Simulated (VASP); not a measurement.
All values below come from optB86b-vdW, VASP's PBE PAW potentials (set 64) (plane waves; VASP).

A VASP calculation is set up with these files.

**POSCAR**
```
MgO
1
   -0.0000000000     2.1105759332     2.1105759332
    2.1105759332    -0.0000000000     2.1105759332
    2.1105759332     2.1105759332    -0.0000000000
Mg O
1 1
Direct
  0.0000000000   0.0000000000   0.0000000000
  0.5000000000   0.5000000000   0.5000000000
```

### INCAR
```
# general
SYSTEM   = MgO
PREC     = Accurate
ENCUT    = 520
LREAL    = .False.
LASPH    = .True.
ICHARG   = 11

# electronic loop
EDIFF    = 1E-7
NELM     = 100
ALGO     = Normal

# smearing
ISMEAR   = 0
SIGMA    = 0.05

# functional
GGA      = MK
LUSE_VDW = .True.
AGGAC    = 0.0
PARAM1   = 0.1234
PARAM2   = 1.0

# output
LWAVE    = .False.
LCHARG   = .False.
LORBIT   = 11
```

File KPOINTS:
```
k-points along high-symmetry lines
15
Line-mode
Reciprocal
  0.000000   0.000000   0.000000 ! GAMMA
  0.500000   0.000000   0.500000 ! X

  0.500000   0.000000   0.500000 ! X
  0.625000   0.250000   0.625000 ! U

  0.375000   0.375000   0.750000 ! K
  0.000000   0.000000   0.000000 ! GAMMA

  0.000000   0.000000   0.000000 ! GAMMA
  0.500000   0.500000   0.500000 ! L

  0.500000   0.500000   0.500000 ! L
  0.500000   0.250000   0.750000 ! W

  0.500000   0.250000   0.750000 ! W
  0.500000   0.000000   0.500000 ! X
```

POTCAR, in this order: Mg O (PBE.64 set). Program: vasp_std. Read from the step before: CHGCAR.

What VASP printed:

### OSZICAR
```
       N       E                     dE             d eps       ncg     rms          rms(c)
DAV:   1     0.163131270175E+02    0.16313E+02   -0.46981E+03  1672   0.877E+02
DAV:   2    -0.797642943793E+01   -0.24290E+02   -0.23145E+02  1816   0.129E+02
DAV:   3    -0.828190153741E+01   -0.30547E+00   -0.30547E+00  1712   0.169E+01
DAV:   4    -0.828239539338E+01   -0.49386E-03   -0.49386E-03  1928   0.677E-01
DAV:   5    -0.828239620447E+01   -0.81109E-06   -0.81109E-06  1808   0.207E-02
DAV:   6    -0.828239620681E+01   -0.23413E-08   -0.23415E-08  1944   0.773E-04
   1 F= -.82823962E+01 E0= -.82823962E+01  d E =-.180791E-12
```

**OUTCAR**
```
 val. band max:        3.0358403317   @ k =   0.0000   0.0000   0.0000

 cond. band min:       7.8260609092   @ k =   0.0000   0.0000   0.0000



 k-point     1 :       0.0000    0.0000    0.0000
  band No.  band energies     occupation
      1     -14.1112      2.00000
      2       3.0358      2.00000
      3       3.0358      2.00000
      4       3.0358      2.00000
      5       7.8261      0.00000
      6      18.8238      0.00000
      7      18.8238      0.00000
      8      18.8238      0.00000

 k-point     2 :       0.0357    0.0000    0.0357
  band No.  band energies     occupation
      1     -14.0931      2.00000
      2       2.9304      2.00000
      3       3.0155      2.00000
      4       3.0155      2.00000
      5       7.9455      0.00000
      6      18.5312      0.00000
      7      18.8686      0.00000
      8      18.8686      0.00000

 k-point     3 :       0.0714    0.0000    0.0714
  band No.  band energies     occupation
      1     -14.0394      2.00000
      2       2.6450      2.00000
      3       2.9563      2.00000
      4       2.9563      2.00000
      5       8.2735      0.00000
      6      17.8619      0.00000
      7      18.9994      0.00000
      8      18.9994      0.00000

 k-point     4 :       0.1071    0.0000    0.1071
  band No.  band energies     occupation
      1     -13.9522      2.00000
      2       2.2443      2.00000
      3       2.8629      2.00000
      4       2.8629      2.00000
      5       8.7463      0.00000
      6      17.0754      0.00000
      7      19.2063      0.00000
      8      19.2063      0.00000

 k-point     5 :       0.1429    0.0000    0.1429
  band No.  band energies     occupation
      1     -13.8354      2.00000
      2       1.7878      2.00000
      3       2.7426      2.00000
      4       2.7426      2.00000
      5       9.3053      0.00000
      6      16.2871      0.00000
      7      19.4745      0.00000
      8      19.4745      0.00000
...
```

The density is held fixed in this step, so its total energy and stress have no physical meaning.

The compound is MgO in the rock salt structure. It was relaxed first.
